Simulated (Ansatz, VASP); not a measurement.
# Two plane-wave programs on YS

```
CELL_PARAMETERS angstrom
0.00000 2.83222 2.83222
2.83222 0.00000 2.83222
2.83222 2.83222 0.00000
ATOMIC_POSITIONS crystal
Y 0.50000 0.50000 0.50000
S 0.00000 0.00000 0.00000
```

Alike in both runs: task single point; functional LDA; k mesh 7 × 7 × 7; no spin polarisation.

```csv
,VASP,Ansatz
version,VASP 6.6.1,Ansatz 0.2.0
potentials or method,"VASP PAW LDA potentials, release 64 (Y_sv, S)","plane waves, PAW"
plane-wave cutoff (eV),520,571
occupations,"methfessel-paxton of order 1, width 0.15 eV","cold, width 0.15 eV"
valence electrons in the cell,17,17
```

```csv
,VASP,Ansatz,Ansatz less VASP
pressure (GPa),-10.9,-11.0,-0.03
```
